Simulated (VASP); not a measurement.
# Sound and unsound inputs on Te4Pt3

Aim: change the input of a sound run on Te4Pt3 piece by piece and see what each change does. All runs use LDA. The start is a cell from a database of measured crystal structures.

Calculated with VASP 6.6.1; LDA; plane waves and PAW (Te, Pt).

## Step 1: Set-up

It takes space group R-3m (No. 166, trigonal). Conventional cell: a = 3.988 Å, b = 3.988 Å, c = 35.390 Å, α = 90.00°, β = 90.00°, γ = 120.00°. Nearest to Te lie 3 Pt at 2.64 Å. Nearest to Te lie 3 Pt at 2.67 Å. Nearest to Pt lie 6 Te at 2.67 Å. Pt has 3 Te at 2.64 Å and 3 Pt at 2.73 Å nearest. Farther neighbours and most contacts between anions are not listed.

Coordinates:

```
Te Pt
1.0
     3.98800    0.00000    0.00000
    -1.99400   -3.45371    0.00000
     0.00000    2.30247  -11.79667
Te Pt
4 3
Direct
  0.55700 0.11400 0.67100
  0.44300 0.88600 0.32900
  0.70500 0.41000 0.11500
  0.29500 0.59000 0.88500
  0.00000 0.00000 0.00000
  0.85400 0.70800 0.56200
  0.14600 0.29200 0.43800
```

## Step 2: Reference run

A single point gives energy, forces and stress at these settings. LDA, the lowest rung, knows the local density alone.

INCAR reads:

```
SYSTEM = Te4Pt3
PREC = Accurate
ENCUT = 400
EDIFF = 1E-06
NELM = 100
ISMEAR = -1
SIGMA = 0.05
LREAL = .FALSE.
ALGO = Normal
GGA = CA
NBANDS = 34
LASPH = .TRUE.
LORBIT = 11
LWAVE = .FALSE.
LCHARG = .FALSE.
KPAR = 8
ISIF = 2
```

POSCAR reads:

```
Te4Pt3
1.0
    3.9880000000      0.0000000000      0.0000000000
   -1.9940000000     -3.4537093103      0.0000000000
    0.0000000000      2.3024728735    -11.7966666667
Te Pt
4 3
Direct
    0.5570000000      0.1140000000      0.6710000000
    0.4430000000      0.8860000000      0.3290000000
    0.7050000000      0.4100000000      0.1150000000
    0.2950000000      0.5900000000      0.8850000000
    0.0000000000      0.0000000000      0.0000000000
    0.8540000000      0.7080000000      0.5620000000
    0.1460000000      0.2920000000      0.4380000000
```

KPOINTS reads:

```
Automatic mesh
0
Gamma
7 7 7
0 0 0
```

PAW data sets: Te and Pt (LDA family, release 64).

The run is started by

```console
mpirun -np 8 vasp_std
```

What it wrote:

```text
[banner, memory and clock lines left out]
running    8 mpi-ranks, on    1 nodes
 distrk:  each k-point on    1 cores,    8 groups
 distr:  one band on    1 cores,    1 groups

 POSCAR found type information on POSCAR TePt
 POSCAR found :  2 types and       7 ions
|                                                                             |
|           W    W    AA    RRRRR   N    N  II  N    N   GGGG   !!!           |
|           W    W   A  A   R    R  NN   N  II  NN   N  G    G  !!!           |
|           W    W  A    A  R    R  N N  N  II  N N  N  G       !!!           |
|           W WW W  AAAAAA  RRRRR   N  N N  II  N  N N  G  GGG   !            |
|           WW  WW  A    A  R   R   N   NN  II  N   NN  G    G                |
|           W    W  A    A  R    R  N    N  II  N    N   GGGG   !!!           |
|                                                                             |
|     For optimal performance we recommend to set                             |
|       NCORE = 2 up to number-of-cores-per-socket                            |
|     NCORE specifies how many cores store one orbital (NPAR=cpu/NCORE).      |
|     This setting can greatly improve the performance of VASP for DFT.       |
|     The default, NCORE=1 might be grossly inefficient on modern             |
|     multi-core architectures or massively parallel machines. Do your        |
|     Unfortunately you need to use the default for GW and RPA                |
|     calculations (for HF NCORE is supported but not extensively tested      |
|     yet).                                                                   |
|                                                                             |

 LDA part: xc-table for (Slater(with rela. corr.)+CA(PZ))
 , standard interpolation
 POSCAR, INCAR and KPOINTS ok, starting setup
 FFT: planning ... GRIDC
 FFT: planning ... GRID_SOFT
 FFT: planning ... GRID
 WAVECAR not read
 entering main loop
       N       E                     dE             d eps       ncg     rms          rms(c)
DAV:   1     0.254259140992E+03    0.25426E+03   -0.20064E+04  3008   0.112E+03
DAV:   2    -0.260004565940E+02   -0.28026E+03   -0.27090E+03  3616   0.226E+02
DAV:   3    -0.413891668312E+02   -0.15389E+02   -0.15038E+02  3618   0.522E+01
DAV:   4    -0.416812830084E+02   -0.29212E+00   -0.29128E+00  3678   0.798E+00
DAV:   5    -0.416868773234E+02   -0.55943E-02   -0.55886E-02  3550   0.112E+00    0.205E+01
DAV:   6    -0.407182126184E+02    0.96866E+00   -0.44733E+00  3242   0.142E+01    0.126E+01
DAV:   7    -0.405693389742E+02    0.14887E+00   -0.16536E+00  3080   0.998E+00    0.407E+00
DAV:   8    -0.404285614647E+02    0.14078E+00   -0.48764E-01  3128   0.540E+00    0.149E+00
DAV:   9    -0.404260645104E+02    0.24970E-02   -0.74977E-02  3220   0.154E+00    0.821E-01
DAV:  10    -0.404251756672E+02    0.88884E-03   -0.68078E-03  3412   0.491E-01    0.282E-01
DAV:  11    -0.404246907804E+02    0.48489E-03   -0.25071E-03  3406   0.349E-01    0.111E-01
DAV:  12    -0.404246666598E+02    0.24121E-04   -0.41702E-04  3380   0.139E-01    0.295E-02
DAV:  13    -0.404246664904E+02    0.16945E-06   -0.29818E-05  3212   0.313E-02    0.159E-02
DAV:  14    -0.404246660414E+02    0.44900E-06   -0.60902E-06  3308   0.133E-02
   1 F= -.40424666E+02 E0= -.40416313E+02  d E =-.167056E-01
```

Wall time 18 s (8 MPI ranks of Intel Xeon 6975P-C (Granite Rapids), shared host); peak memory 2.3 GiB; 1.9 min of CPU time.

Lines that name or quote the potential files are left out of all logs, and their timing lines are given in words.

OUTCAR, selected parts (step 2):

```text
ion  position               nearest neighbor table
   1  0.557  0.114  0.671-   6 2.64   6 2.64   6 2.64   4 3.42   4 3.42   4 3.42   7 3.59   7 3.59
                             7 3.59
   2  0.443  0.886  0.329-   7 2.64   7 2.64   7 2.64   3 3.42   3 3.42   3 3.42   6 3.59   6 3.59
                             6 3.59
   3  0.705  0.410  0.115-   5 2.67   5 2.67   5 2.67   2 3.42   2 3.42   2 3.42   4 3.56   4 3.56
                             4 3.56
   4  0.295  0.590  0.885-   5 2.67   5 2.67   5 2.67   1 3.42   1 3.42   1 3.42   3 3.56   3 3.56
                             3 3.56
   5  0.000  0.000  0.000-   4 2.67   3 2.67   4 2.67   3 2.67   3 2.67   4 2.67
   6  0.854  0.708  0.562-   1 2.64   1 2.64   1 2.64   7 2.73   7 2.73   7 2.73   2 3.59   2 3.59
                             2 3.59
   7  0.146  0.292  0.438-   2 2.64   2 2.64   2 2.64   6 2.73   6 2.73   6 2.73   1 3.59   1 3.59
                             1 3.59

  LATTYP: Found a trigonal (rhomboedric) cell.
 ALAT       =    12.0192647770
 COS(alpha) =     0.9449541606

 Subroutine GETGRP returns: Found 12 space group operations
 (whereof 12 operations were pure point group operations)

The static configuration has the point symmetry D_3d.

 Found     44 irreducible k-points:

   k-points           NKPTS =     44   k-points in BZ     NKDIM =     44   number of bands    NBANDS=     34

   dimension x,y,z NGX =    28 NGY =   28 NGZ =   80
   dimension x,y,z NGXF=    56 NGYF=   56 NGZF=  160

   ENCUT  =  400.0 eV  29.40 Ry    5.42 a.u.   6.50  6.50 19.60*2*pi/ulx,y,z

   NELECT =      54.0000    total number of electrons

 k-points in reciprocal lattice and weights: Automatic mesh
   0.00000000  0.00000000  0.00000000       0.003
   0.14285714  0.00000000 -0.00000000       0.017
   0.28571429  0.00000000 -0.00000000       0.017
   0.42857143  0.00000000 -0.00000000       0.017
   0.00000000  0.14285714 -0.00000000       0.017
   0.14285714  0.14285714 -0.00000000       0.035
   0.28571429  0.14285714  0.00000000       0.035
   0.42857143  0.14285714 -0.00000000       0.035
  -0.42857143  0.14285714  0.00000000       0.035
[...]
0.00000000  0.00000000  0.42857143       0.006
   0.14285714  0.00000000  0.42857143       0.017

 average (electrostatic) potential at core
       1 -87.2585       2 -87.2585       3 -87.3266       4 -87.3266       5 -66.2863
       6 -65.5251       7 -65.5251

 E-fermi :   8.4661

 k-point     1 :       0.0000    0.0000    0.0000
  band No.  band energies     occupation
    ...
     20       6.6656      2.00000
     21       6.6656      2.00000
     22       6.8410      2.00000
     23       7.8081      2.00000
     24       7.8081      2.00000
     25       9.0291      0.00003
     26       9.0291      0.00003
     27       9.6332      0.00000
     28      10.4868      0.00000
     29      10.4868      0.00000
    ...

 k-point     2 :       0.1429    0.0000   -0.0000
  band No.  band energies     occupation
    ...
     21       6.8220      2.00000
     22       6.9084      2.00000
     23       7.5441      2.00000
     24       7.7294      2.00000
     25       7.8600      1.99999
     26       8.6441      0.05534
     27       9.0895      0.00001
     28       9.5691      0.00000
     29       9.9821      0.00000
     30      10.2991      0.00000
    ...

 k-point     3 :       0.2857    0.0000   -0.0000
  band No.  band energies     occupation
    ...
     23       6.7614      2.00000
     24       6.8775      2.00000
     25       7.1563      2.00000
     26       7.9884      1.99986
     27       8.2508      1.97339
     28       9.1412      0.00000
     29       9.7732      0.00000
     30       9.7845      0.00000
     31      10.5939      0.00000
     32      11.2486      0.00000
    ...

  Total       -3.3766502     -3.3766502     -3.4329954      0.0000000     -0.0000000      0.0000000
  in kB      -33.2963336    -33.2963336    -33.8519398      0.0000000     -0.0000000      0.0000000
  external PRESSURE =     -33.4815357 kB  Pullay stress =       0.0000000 kB

  energy-cutoff  :      400.00
  volume of cell :      162.48
      direct lattice vectors                 reciprocal lattice vectors
     3.988000000  0.000000000  0.000000000     0.250752257 -0.144771883 -0.028256570
    -1.994000000 -3.453709310  0.000000000     0.000000000 -0.289543766 -0.056513139
     0.000000000  2.302472874-11.796666667     0.000000000  0.000000000 -0.084769709

 POSITION                                       TOTAL-FORCE (eV/Angst)
 -----------------------------------------------------------------------------------
      1.99400      1.15124     -7.91556         0.000000      0.000000      0.759028
     -0.00000     -2.30247     -3.88110        -0.000000     -0.000000     -0.759028
      1.99400     -1.15124     -1.35662         0.000000     -0.000000     -0.040017
      0.00000     -0.00000    -10.44005         0.000000      0.000000      0.040017
      0.00000      0.00000      0.00000        -0.000000      0.000000      0.000000
      1.99400     -1.15124     -6.62973         0.000000     -0.000000     -0.113914
      0.00000     -0.00000     -5.16694        -0.000000      0.000000      0.113914
 -----------------------------------------------------------------------------------
    total drift:                                0.000000      0.000000     -0.000000

  FREE ENERGIE OF THE ION-ELECTRON SYSTEM (eV)
  ---------------------------------------------------
  free  energy   TOTEN  =       -40.4246660414 eV

  energy  without entropy=      -40.4079603937  energy(sigma->0) =      -40.41631322

 total charge
# of ion       s       p       d       tot
------------------------------------------
    1        1.402   1.842   0.087   3.332
    2        1.402   1.842   0.087   3.332
    3        1.401   1.876   0.080   3.357
    4        1.401   1.876   0.080   3.357
    5        0.691   0.662   8.118   9.471
    6        0.671   0.547   8.125   9.342
    7        0.671   0.547   8.125   9.342
--------------------------------------------------
tot          7.639   9.193  24.700  41.532

[... 3 further parts left out ...]
```

At this level the cell is under a tension of 3.3 GPa, so at these settings it is away from equilibrium.

Numbers from this step:

```
SCF cycles              : 14
electrons               : 54
bands                   : 34
irreducible k-points    : 44
symmetry operations     : 12
free energy (TOTEN)     : -40.42 eV
energy at zero smearing : -40.42 eV
Fermi energy            : 8.466 eV
pressure                : -3.348 GPa
metallic                : yes
```

Force by atom:

| atom | x (eV/Å) | y (eV/Å) | z (eV/Å) | size |
| --- | --- | --- | --- | --- |
| Te1 | 0.000 | 0.000 | 0.759 | 0.759 |
| Te2 | 0.000 | 0.000 | -0.759 | 0.759 |
| Te3 | 0.000 | 0.000 | -0.040 | 0.040 |
| Te4 | 0.000 | 0.000 | 0.040 | 0.040 |
| Pt5 | 0.000 | 0.000 | 0.000 | 0.000 |
| Pt6 | 0.000 | 0.000 | -0.114 | 0.114 |
| Pt7 | 0.000 | 0.000 | 0.114 | 0.114 |

The pressure is -3.35 GPa and the largest force 0.759 eV/Å, so the cell is not at a minimum at these settings.

## Step 3: Self-consistent run (LDA), changed input

A single point gives energy, forces and stress at these settings. Some settings are moved from the usual, to see what they do.

Changes to INCAR since step 2:

```diff
@@ -5,4 +5,4 @@
 NELM = 100
-ISMEAR = -1
-SIGMA = 0.05
+ISMEAR = 1
+SIGMA = 0.01
 LREAL = .FALSE.
```

POSCAR is that of step 2.

KPOINTS is that of step 2.

The run is started by

```console
mpirun -np 8 vasp_std
```

What it wrote:

```text
[banner, memory and clock lines left out]
running    8 mpi-ranks, on    1 nodes
 distrk:  each k-point on    1 cores,    8 groups
 distr:  one band on    1 cores,    1 groups

 POSCAR found type information on POSCAR TePt
 POSCAR found :  2 types and       7 ions
 [... a notice as in an earlier step ...]

 LDA part: xc-table for (Slater(with rela. corr.)+CA(PZ))
 , standard interpolation
 POSCAR, INCAR and KPOINTS ok, starting setup
 FFT: planning ... GRIDC
 FFT: planning ... GRID_SOFT
 FFT: planning ... GRID
 WAVECAR not read
 entering main loop
       N       E                     dE             d eps       ncg     rms          rms(c)
DAV:   1     0.254266181649E+03    0.25427E+03   -0.20064E+04  3008   0.112E+03
DAV:   2    -0.259842883072E+02   -0.28025E+03   -0.27093E+03  3616   0.226E+02
DAV:   3    -0.413824998838E+02   -0.15398E+02   -0.15047E+02  3618   0.522E+01
DAV:   4    -0.416747601865E+02   -0.29226E+00   -0.29145E+00  3678   0.798E+00
DAV:   5    -0.416803565401E+02   -0.55964E-02   -0.55906E-02  3550   0.112E+00    0.205E+01
DAV:   6    -0.407101910719E+02    0.97017E+00   -0.44682E+00  3234   0.142E+01    0.126E+01
DAV:   7    -0.405623881096E+02    0.14780E+00   -0.16502E+00  3072   0.995E+00    0.406E+00
DAV:   8    -0.404197799033E+02    0.14261E+00   -0.48669E-01  3120   0.540E+00    0.150E+00
DAV:   9    -0.404173792665E+02    0.24006E-02   -0.74455E-02  3222   0.153E+00    0.823E-01
DAV:  10    -0.404164543141E+02    0.92495E-03   -0.68645E-03  3398   0.495E-01    0.279E-01
DAV:  11    -0.404160012625E+02    0.45305E-03   -0.24488E-03  3396   0.346E-01    0.114E-01
DAV:  12    -0.404159673759E+02    0.33887E-04   -0.50955E-04  3456   0.158E-01    0.358E-02
DAV:  13    -0.404159644597E+02    0.29162E-05   -0.61956E-05  3248   0.452E-02    0.195E-02
DAV:  14    -0.404159637051E+02    0.75465E-06   -0.61062E-06  3270   0.128E-02
   1 F= -.40415964E+02 E0= -.40415925E+02  d E =-.115964E-03
```

Elapsed: 20 s, on 8 MPI ranks; peak memory 2.3 GiB; 2 min of CPU time.

From OUTCAR (step 3):

```text
The static configuration has the point symmetry D_3d.

 Found     44 irreducible k-points:

   NELECT =      54.0000    total number of electrons

 E-fermi :   8.4662

 k-point     1 :       0.0000    0.0000    0.0000
  band No.  band energies     occupation
    ...
     20       6.6651      2.00000
     21       6.6651      2.00000
     22       6.8401      2.00000
     23       7.8086      2.00000
     24       7.8086      2.00000
     25       9.0291      0.00000
     26       9.0291      0.00000
     27       9.6335      0.00000
     28      10.4871      0.00000
     29      10.4871      0.00000
    ...

 k-point     2 :       0.1429    0.0000   -0.0000
  band No.  band energies     occupation
    ...
     21       6.8212      2.00000
     22       6.9080      2.00000
     23       7.5445      2.00000
     24       7.7297      2.00000
     25       7.8601      2.00000
     26       8.6441     -0.00000
     27       9.0895      0.00000
     28       9.5693      0.00000
     29       9.9823      0.00000
     30      10.2991      0.00000
    ...

  Total       -3.3880112     -3.3880112     -3.4828669      0.0000000     -0.0000000      0.0000000
  in kB      -33.4083619    -33.4083619    -34.3437107      0.0000000     -0.0000000      0.0000000
  external PRESSURE =     -33.7201449 kB  Pullay stress =       0.0000000 kB

 POSITION                                       TOTAL-FORCE (eV/Angst)
 -----------------------------------------------------------------------------------
      1.99400      1.15124     -7.91556        -0.000000      0.000000      0.761295
     -0.00000     -2.30247     -3.88110         0.000000     -0.000000     -0.761295
      1.99400     -1.15124     -1.35662         0.000000     -0.000000     -0.043411
      0.00000     -0.00000    -10.44005        -0.000000      0.000000      0.043411
      0.00000      0.00000      0.00000         0.000000     -0.000000      0.000000
      1.99400     -1.15124     -6.62973         0.000000     -0.000000     -0.108866
      0.00000     -0.00000     -5.16694        -0.000000      0.000000      0.108866
 -----------------------------------------------------------------------------------
    total drift:                                0.000000      0.000000     -0.000000

  FREE ENERGIE OF THE ION-ELECTRON SYSTEM (eV)
  ---------------------------------------------------
  free  energy   TOTEN  =       -40.4159637051 eV

  energy  without entropy=      -40.4158477406  energy(sigma->0) =      -40.41592505

 total charge
# of ion       s       p       d       tot
------------------------------------------
    1        1.402   1.842   0.087   3.331
    2        1.402   1.842   0.087   3.331
    3        1.400   1.877   0.079   3.357
    4        1.400   1.877   0.079   3.357
    5        0.691   0.662   8.118   9.471
    6        0.671   0.547   8.124   9.342
    7        0.671   0.547   8.124   9.342
--------------------------------------------------
tot          7.638   9.194  24.700  41.532

[... 8 parts as in an earlier step ...]

[... 5 further parts left out ...]
```

At this level the cell is under a tension of 3.4 GPa, so at these settings it is away from equilibrium.

This step gave:

| Quantity | Value |
| --- | --- |
| pressure | -3.372 GPa |

Force by atom:

```
atom  x (eV/Å)  y (eV/Å)  z (eV/Å)   size
 Te1     0.000     0.000     0.761  0.761
 Te2     0.000     0.000    -0.761  0.761
 Te3     0.000     0.000    -0.043  0.043
 Te4     0.000     0.000     0.043  0.043
 Pt5     0.000     0.000     0.000  0.000
 Pt6     0.000     0.000    -0.109  0.109
 Pt7     0.000     0.000     0.109  0.109
```

Against the reference run the energy at zero smearing moves by +0.06 meV an atom and the pressure by -0.02 GPa.

(Part 1 of 3 ends here.)

[Lines on the potential files, build, host, timing and source positions are cut from VASP's logs without a mark.]

[Logs are printed without paths, hosts, clocks, repeated set-up lines and the standing remarks that a program may print on its own settings, such as how far it seeks lower states.]

[Hosts, paths, dates, database ids (printed as entryN), source tags and the programs' standing remarks are cut or masked in the printed files.]

[A measured line is paired with the nearest computed mode of its activity, which favours agreement.]
